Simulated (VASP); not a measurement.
An input for Ansatz (written as the equivalent of a VASP run, and not itself run):

Ansatz 0.2 input:
```yaml
crystal:
  lattice:
    - [0.0000000, 2.8287955, 2.8287955]
    - [2.8287955, 0.0000000, 2.8287955]
    - [2.8287955, 2.8287955, 0.0000000]
  atoms:
    - { symbol: In, position: [0.0000000, 0.0000000, 0.0000000] }
    - { symbol: P, position: [0.2500000, 0.2500000, 0.2500000] }
kpoints:
  mp_grid: { grid: [8, 8, 8] }
hamiltonian:
  xc: pbesol
  pseudopotentials: { kind: paw }
scf:
  occupations: { method: gaussian, width: 0.05 }
  max_iter: 100
relax:
  max_steps: 40
  f_tol: 0.02
  cell: { p_target: 10 }
output: { forces: true, stress: true, eigenvalues: true }
```

Q: Write the VASP files for the same calculation (PBEsol).

A: One answer among several that fit: 
**KPOINTS**
```
Regular mesh
0
Gamma
  8 8 8
```

**INCAR**
```
PSTRESS = 100   ! kbar
SYSTEM = InP
LREAL = .False.
LMAXMIX = 4   ! l cut-off of mixed one-centre charges
LWAVE = .False.
EDIFF = 1E-6   ! SCF stop (eV)
ISIF = 3
ISMEAR = 0   ! Gaussian
LCHARG = .False.
ALGO = Normal   ! blocked Davidson
NELM = 100
IBRION = 2   ! conjugate gradients
SIGMA = 0.05   ! width (eV)
PREC = Accurate
ENCUT = 500
LASPH = .True.
EDIFFG = -0.02   ! ionic stop
NSW = 40   ! most ionic steps
GGA = PS   ! PBEsol
```

File POSCAR:
```
InP
1
   -0.0000000000     2.8287955204     2.8287955204
    2.8287955204     0.0000000000     2.8287955204
    2.8287955204     2.8287955204    -0.0000000000
In P
1 1
Direct
  0.0000000000   0.0000000000   0.0000000000
  0.2500000000   0.2500000000   0.2500000000
```

POTCAR, in this order: In_d P (PBE.64 set). Program: vasp_std.

The two are equivalent in intent, not identical: each code has its own PAW files, so the cut-off isn't converted (ENCUT is set for VASP's; basis.ecutwfc is left out, and Ansatz then takes the one that its files recommend); Ansatz stops its SCF on the density residual and VASP on the energy change (EDIFF).

The structure was generated: InP was put into the zinc blende type (F-43m), which need not be its known phase. It was relaxed first under an external pressure of 10 GPa.
